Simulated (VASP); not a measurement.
Here is a VASP 6.6.1 calculation.

Contents of INCAR:

```
ALGO = Fast
EDIFF = 1E-7
EDIFFG = -0.002
ENCUT = 350
IBRION = 2
ISIF = 3
ISMEAR = 0
KPAR = 4
LASPH = True
LCHARG = False
LREAL = False
LWAVE = False
NELM = 60
NSW = 80
PREC = Accurate
SIGMA = 0.02
```

File KPOINTS:

```
k-points
0
Gamma
  6 6 4
```

The input POSCAR:

```
PtSe2
1.0
    3.7240000000      0.0000000000      0.0000000000
   -1.8620000000      3.2250786000      0.0000000000
    0.0000000000      0.0000000000      5.0620000000
Pt Se
1 2
Direct
    0.0000000000      0.0000000000      0.0000000000
    0.3333333300      0.6666666700      0.2500000000
    0.6666666700      0.3333333300      0.7500000000
```

Potentials or basis: VASP PAW LDA potentials, release 64 (Pt, Se).

Command:

```sh
$ cat potpaw_LDA.64/Pt/POTCAR potpaw_LDA.64/Se/POTCAR > POTCAR
$ mpirun -np 4 vasp_std > vasp.out
```

**Question.** Estimate the band gap on the k mesh.

**Answer.** None (metal or under the smearing width).

**Question.** Estimate the relaxed cell.

**Answer.** a = 3.739 Å, b = 3.739 Å, c = 4.783 Å, α = 90.00°, β = 90.00°, γ = 120.00°.

**Question.** What does it give for the relaxed volume?

**Answer.** 19.31 Å³/atom.

The path:
```tsv
step	energy change (eV)	largest force (eV/Å)	pressure (GPa)	volume (Å³)
1	0.0000	0.2392	-0.25	60.80
2	-0.0081	0.2196	-0.64	60.52
3	-0.0269	0.0125	-1.55	59.69
4	-0.0162	0.5359	-2.66	58.01
5	-0.0315	0.1433	-1.89	59.19
6	-0.0348	0.1220	-1.33	58.79
7	-0.0379	0.0817	-0.15	58.01
8	-0.0380	0.0770	-0.01	57.91
9	-0.0382	0.0662	0.01	57.92
10	-0.0388	0.0343	0.04	57.93
11	-0.0392	0.0292	0.10	57.96
12	-0.0392	0.0169	0.09	57.95
13	-0.0392	0.0051	-0.06	58.00
14	-0.0392	0.0064	-0.04	57.99
15	-0.0393	0.0062	-0.04	57.98
16	-0.0393	0.0046	-0.01	57.95
17	-0.0393	0.0012	0.02	57.88
18	-0.0393	0.0028	0.00	57.92
19	-0.0393	0.0029	0.00	57.92
20	-0.0393	0.0022	0.01	57.90
21	-0.0393	0.0025	0.01	57.91
22	-0.0393	0.0011	-0.02	57.92
23	-0.0393	0.0004	-0.01	57.92
24	-0.0393	0.0005	0.00	57.92
```

Spin-orbit coupling is left out, which matters for the levels of Pt. Zero-point motion and thermal expansion aren't in these numbers.
